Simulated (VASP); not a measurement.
Output of a VASP run:

**OSZICAR**
```
       N       E                     dE             d eps       ncg     rms          rms(c)
DAV:   1     0.105023935077E+03    0.10502E+03   -0.73210E+03   488   0.119E+03
DAV:   2    -0.359970472351E+00   -0.10538E+03   -0.97681E+02   584   0.277E+02
DAV:   3    -0.686504816567E+01   -0.65051E+01   -0.64747E+01   624   0.641E+01
DAV:   4    -0.709303648527E+01   -0.22799E+00   -0.22775E+00   860   0.110E+01
DAV:   5    -0.709442335751E+01   -0.13869E-02   -0.13868E-02   632   0.835E-01    0.333E+00
DAV:   6    -0.680441032924E+01    0.29001E+00   -0.54647E-01   596   0.408E+00    0.274E+00
DAV:   7    -0.678936965067E+01    0.15041E-01   -0.13775E-01   608   0.226E+00    0.158E+00
DAV:   8    -0.680197752215E+01   -0.12608E-01   -0.21231E-02   640   0.125E+00    0.191E-01
DAV:   9    -0.680272247703E+01   -0.74495E-03   -0.12641E-03   628   0.241E-01    0.105E-01
DAV:  10    -0.680341868881E+01   -0.69621E-03   -0.70556E-04   564   0.211E-01    0.133E-02
DAV:  11    -0.680343017448E+01   -0.11486E-04   -0.19852E-05   688   0.329E-02    0.666E-03
DAV:  12    -0.680343357869E+01   -0.34042E-05   -0.49823E-06   572   0.176E-02    0.265E-03
DAV:  13    -0.680343368358E+01   -0.10489E-06   -0.40714E-07   472   0.539E-03
   1 F= -.68034337E+01 E0= -.68034337E+01  d E =-.680343E+01
       N       E                     dE             d eps       ncg     rms          rms(c)
DAV:   1    -0.686190108220E+01   -0.58468E-01   -0.11959E+00   548   0.110E+01    0.159E+00
DAV:   2    -0.681799963470E+01    0.43901E-01   -0.10932E-01   628   0.300E+00    0.567E-01
DAV:   3    -0.680844144607E+01    0.95582E-02   -0.27564E-02   824   0.141E+00    0.444E-01
DAV:   4    -0.680850991735E+01   -0.68471E-04   -0.13954E-03   924   0.228E-01    0.214E-01
DAV:   5    -0.680862846728E+01   -0.11855E-03   -0.10057E-03   836   0.177E-01    0.440E-02
DAV:   6    -0.680860812408E+01    0.20343E-04   -0.49339E-05   920   0.619E-02    0.158E-02
DAV:   7    -0.680860421074E+01    0.39133E-05   -0.67029E-06   708   0.229E-02    0.680E-03
DAV:   8    -0.680860566727E+01   -0.14565E-05   -0.61992E-07   408   0.844E-03    0.778E-04
DAV:   9    -0.680860597392E+01   -0.30665E-06   -0.12871E-07   372   0.364E-03
   2 F= -.68086060E+01 E0= -.68086060E+01  d E =-.517229E-02
       N       E                     dE             d eps       ncg     rms          rms(c)
DAV:   1    -0.685651353593E+01   -0.47908E-01   -0.10365E+00   540   0.102E+01    0.148E+00
DAV:   2    -0.681823635856E+01    0.38277E-01   -0.95295E-02   624   0.279E+00    0.525E-01
DAV:   3    -0.681001068736E+01    0.82257E-02   -0.23755E-02   808   0.131E+00    0.410E-01
DAV:   4    -0.681006136407E+01   -0.50677E-04   -0.11988E-03   924   0.212E-01    0.199E-01
DAV:   5    -0.681016148948E+01   -0.10013E-03   -0.87116E-04   844   0.164E-01    0.401E-02
DAV:   6    -0.681014396780E+01    0.17522E-04   -0.42818E-05   908   0.576E-02    0.146E-02
DAV:   7    -0.681014028971E+01    0.36781E-05   -0.56904E-06   664   0.212E-02    0.626E-03
DAV:   8    -0.681014166682E+01   -0.13771E-05   -0.54955E-07   396   0.786E-03    0.696E-04
DAV:   9    -0.681014193338E+01   -0.26655E-06   -0.10331E-07   340   0.328E-03
   3 F= -.68101419E+01 E0= -.68101419E+01  d E =-.670825E-02
```

### OUTCAR
```
------------------------ aborting loop because EDIFF is reached ----------------------------------------
  FORCE on cell =-STRESS in cart. coord.  units (eV):
  Direction    XX          YY          ZZ          XY          YZ          ZX
  --------------------------------------------------------------------------------------
  Total       -0.0002095     -0.0002095     -0.0002095     -0.0000000      0.0000000     -0.0000000
  in kB       -0.0051654     -0.0051654     -0.0051654     -0.0000000      0.0000000     -0.0000000
  external PRESSURE =      -0.0051654 kB  Pullay stress =       0.0000000 kB
  volume of cell :       64.99
      direct lattice vectors                 reciprocal lattice vectors
    -0.000000000  3.191021074  3.191021074    -0.156689658  0.156689658  0.156689658
     3.191021074 -0.000000000  3.191021074     0.156689658 -0.156689658  0.156689658
     3.191021074  3.191021074  0.000000000     0.156689658  0.156689658 -0.156689658
  FREE ENERGIE OF THE ION-ELECTRON SYSTEM (eV)
  ---------------------------------------------------
  free  energy   TOTEN  =        -6.8101419334 eV

  energy  without entropy=       -6.8101419334  energy(sigma->0) =       -6.81014193

 reached required accuracy - stopping structural energy minimisation
```
(Selected blocks of OUTCAR.)

POSCAR:
```
KCl
1
    0.0000000000     3.1450000000     3.1450000000
    3.1450000000     0.0000000000     3.1450000000
    3.1450000000     3.1450000000     0.0000000000
K Cl
1 1
Direct
  0.0000000000   0.0000000000   0.0000000000
  0.5000000000   0.5000000000   0.5000000000
```

Question: Write an INCAR and KPOINTS that could have produced this output.

Answer: Several could match; the one computed here: the input of the run itself, PBE GGA, plane waves, VASP's PBE PAW potentials (set 64).

File KPOINTS:
```
Automatic mesh
0
Gamma
7 7 7
0 0 0
```

### INCAR
```
! general
SYSTEM=KCl
PREC  =Accurate
ENCUT =520
LREAL =.FALSE.
LASPH =.TRUE.

! electronic loop
EDIFF =1E-6
NELM  =100
ALGO  =Normal

! smearing
ISMEAR=0
SIGMA =0.05

! functional
GGA   =PE

! ions
IBRION=2
NSW   =60
ISIF  =3
EDIFFG=-0.01

! output
LWAVE =.FALSE.
LCHARG=.FALSE.
```

POTCAR, in this order: K_sv Cl (PBE.64 set). Program: vasp_std.

Energy and stress use the plane-wave basis of the starting cell.

The compound is KCl in the rock salt structure. This run relaxes it. Symmetry was kept, so distortions that lower it aren't found.
